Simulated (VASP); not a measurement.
An input for Ansatz (written as the equivalent of a VASP run, and not itself run):

Ansatz 0.2 input:
```yaml
crystal:
  lattice:
    - [2.2524747, -3.9014006, 0.0000000]
    - [2.2524747, 3.9014006, 0.0000000]
    - [0.0000000, 0.0000000, 5.0502592]
  atoms:
    - { symbol: Se, position: [0.0000000, 0.2198735, 0.6666670] }
    - { symbol: Se, position: [0.7801265, 0.7801265, 0.0000000] }
    - { symbol: Se, position: [0.2198735, 0.0000000, 0.3333330] }
kpoints:
  mp_grid: { grid: [6, 6, 5] }
hamiltonian:
  xc: pbe
  pseudopotentials: { kind: paw }
scf:
  occupations: { method: gaussian, width: 0.05 }
  max_iter: 100
relax:
  max_steps: 60
  f_tol: 0.01
  cell: {}
output: { forces: true, stress: true, eigenvalues: true }
```

Q: Translate this input to VASP (INCAR, KPOINTS, POSCAR, choice of POTCAR).

A: One answer among several that fit: 
### KPOINTS
```
Automatic mesh
0
G
6 6 5
0 0 0
```

File POSCAR:
```
Se
1.0
  2.2524746891  -3.9014005883   0.0000000000
  2.2524746891   3.9014005883   0.0000000000
  0.0000000000   0.0000000000   5.0502592305
Se
3
Cart
  0.4952595445   0.8578146904   3.3668411704
  3.5144302893   0.0000000000   0.0000000000
  0.4952595445  -0.8578146904   1.6834180601
```

INCAR:
```
# general
SYSTEM =Se
PREC   =Accurate
ENCUT  =400
LREAL  =.FALSE.   # projection in real space or not
LASPH  =.TRUE.

# electronic loop
EDIFF  =1E-6   # SCF stop (eV)
NELM   =100
ALGO   =Normal   # blocked Davidson
LMAXMIX=4   # l cut-off of mixed one-centre charges

# smearing
ISMEAR =0
SIGMA  =0.05   # width (eV)

# functional
GGA    =PE   # PBE

# ions
IBRION =2   # conjugate gradients
NSW    =60   # most ionic steps
ISIF   =3   # ions, shape and volume
EDIFFG =-0.01

# output
LWAVE  =.FALSE.
LCHARG =.FALSE.
```

POTCAR, in this order: Se (PBE.64 set). Program: vasp_std.

The two are equivalent in intent, not identical: each code has its own PAW files, so the cut-off isn't converted (ENCUT is set for VASP's; basis.ecutwfc is left out, and Ansatz then takes the one that its files recommend); Ansatz stops its SCF on the density residual and VASP on the energy change (EDIFF).

The compound is Se in the trig structure. It was relaxed first, which changed the volume by +8 %. The start is the result of an earlier pass.
